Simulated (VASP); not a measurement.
Output of a VASP run:

File OSZICAR:
```
       N       E                     dE             d eps       ncg     rms          rms(c)
DAV:   1     0.706534633929E+02    0.70653E+02   -0.68461E+03  4888   0.176E+03
DAV:   2    -0.814580197687E+01   -0.78799E+02   -0.77594E+02  4908   0.339E+02
DAV:   3    -0.128081632546E+02   -0.46624E+01   -0.46472E+01  5776   0.113E+02
DAV:   4    -0.129236148636E+02   -0.11545E+00   -0.11540E+00  6002   0.192E+01
DAV:   5    -0.129277771113E+02   -0.41622E-02   -0.41620E-02  6408   0.319E+00    0.338E+00
DAV:   6    -0.106392924861E+02    0.22885E+01   -0.53812E+00  4880   0.485E+01    0.910E-01
DAV:   7    -0.106496099494E+02   -0.10317E-01   -0.22047E-01  5104   0.524E+00    0.651E-01
DAV:   8    -0.107301864498E+02   -0.80577E-01   -0.12096E-01  4942   0.515E+00    0.575E-01
DAV:   9    -0.107618177473E+02   -0.31631E-01   -0.22326E-02  5048   0.187E+00    0.126E-01
DAV:  10    -0.107635798767E+02   -0.17621E-02   -0.44866E-03  5108   0.841E-01    0.132E-01
DAV:  11    -0.107651812010E+02   -0.16013E-02   -0.23324E-03  5130   0.944E-01    0.119E-01
DAV:  12    -0.107652127238E+02   -0.31523E-04   -0.28546E-05  5620   0.814E-02    0.972E-02
DAV:  13    -0.107652025595E+02    0.10164E-04   -0.43281E-06  5406   0.463E-02    0.488E-02
DAV:  14    -0.107652181236E+02   -0.15564E-04   -0.19498E-05  5456   0.105E-01    0.944E-03
DAV:  15    -0.107652177240E+02    0.39952E-06   -0.41150E-07  2852   0.129E-02
   1 F= -.10765218E+02 E0= -.10765273E+02  d E =-.107652E+02
       N       E                     dE             d eps       ncg     rms          rms(c)
DAV:   1    -0.107657244904E+02   -0.50637E-03   -0.13852E-02  5614   0.272E+00    0.143E-01
DAV:   2    -0.107652839929E+02    0.44050E-03   -0.10578E-03  5600   0.772E-01    0.488E-02
DAV:   3    -0.107652234681E+02    0.60525E-04   -0.19508E-04  6500   0.303E-01    0.251E-02
DAV:   4    -0.107652175368E+02    0.59313E-05   -0.29730E-05  5032   0.521E-02    0.175E-02
DAV:   5    -0.107652134609E+02    0.40758E-05   -0.46167E-06  5160   0.431E-02    0.272E-03
DAV:   6    -0.107652136630E+02   -0.20213E-06   -0.32287E-06  5188   0.340E-02
   2 F= -.10765214E+02 E0= -.10765264E+02  d E =0.406100E-05
       N       E                     dE             d eps       ncg     rms          rms(c)
DAV:   1    -0.107654390820E+02   -0.22562E-03   -0.60077E-03  5594   0.178E+00    0.934E-02
DAV:   2    -0.107652346738E+02    0.20441E-03   -0.46091E-04  5586   0.510E-01    0.323E-02
DAV:   3    -0.107652108876E+02    0.23786E-04   -0.86002E-05  6334   0.200E-01    0.163E-02
DAV:   4    -0.107652153449E+02   -0.44572E-05   -0.13276E-05  4994   0.334E-02    0.113E-02
DAV:   5    -0.107652186217E+02   -0.32768E-05   -0.17541E-06  4504   0.259E-02    0.201E-03
DAV:   6    -0.107652191638E+02   -0.54212E-06   -0.11885E-06  2688   0.205E-02
   3 F= -.10765219E+02 E0= -.10765273E+02  d E =-.143977E-05
```

File OUTCAR:
```
------------------------ aborting loop because EDIFF is reached ----------------------------------------
  FORCE on cell =-STRESS in cart. coord.  units (eV):
  Direction    XX          YY          ZZ          XY          YZ          ZX
  --------------------------------------------------------------------------------------
  Total       -0.0059789     -0.0059789      0.0044444      0.0000000     -0.0000000      0.0000000
  in kB       -0.3687589     -0.3687589      0.2741202      0.0000000     -0.0000000      0.0000000
  external PRESSURE =      -0.1544658 kB  Pullay stress =       0.0000000 kB
  volume of cell :       25.98
      direct lattice vectors                 reciprocal lattice vectors
    -1.617277702  1.617277702  2.482884997     0.000000000  0.309161500  0.201378638
     1.617277702 -1.617277702  2.482884997     0.309161500  0.000000000  0.201378638
     1.617277702  1.617277702 -2.482884997     0.309161500  0.309161500  0.000000000
 POSITION                                       TOTAL-FORCE (eV/Angst)
 -----------------------------------------------------------------------------------
      0.00000      0.00000      0.00000         0.000000      0.000000      0.000000
 -----------------------------------------------------------------------------------
    total drift:                                0.000000     -0.000000      0.000000
  FREE ENERGIE OF THE ION-ELECTRON SYSTEM (eV)
  ---------------------------------------------------
  free  energy   TOTEN  =       -10.7652191638 eV

  energy  without entropy=      -10.7653810282  energy(sigma->0) =      -10.76527312

 reached required accuracy - stopping structural energy minimisation
```
(Selected blocks of OUTCAR.)

**POSCAR**
```
In
1
   -1.6170522693     1.6170522693     2.4820226472
    1.6170522693    -1.6170522693     2.4820226472
    1.6170522693     1.6170522693    -2.4820226472
In
1
Direct
  0.0000000000   0.0000000000   0.0000000000
```

Problem. Write an INCAR and KPOINTS that could have produced this output.

Solution. One answer among several that fit: the input of the run itself, TPSS meta-GGA, plane waves, VASP's PBE PAW potentials (set 64).

**INCAR**
```
! general
SYSTEM  = In
PREC    = Accurate
ENCUT   = 520
LREAL   = .FALSE.
LASPH   = .TRUE.

! electronic loop
EDIFF   = 1E-6
NELM    = 100
ALGO    = Normal
LMAXMIX = 4
LMIXTAU = .TRUE.

! smearing
ISMEAR  = 1
SIGMA   = 0.1

! functional
METAGGA = TPSS

! ions
IBRION  = 2
NSW     = 60
ISIF    = 3
EDIFFG  = -0.01

! output
LWAVE   = .FALSE.
LCHARG  = .FALSE.
```

### KPOINTS
```
Regular mesh
0
Gamma
14 14 14
0 0 0
```

POTCAR, in this order: In_d (PBE.64 set). Program: vasp_std.

The compound is In in the bct structure. This run relaxes it. Symmetry was kept, so distortions that lower it aren't found. The start is the result of an earlier pass.
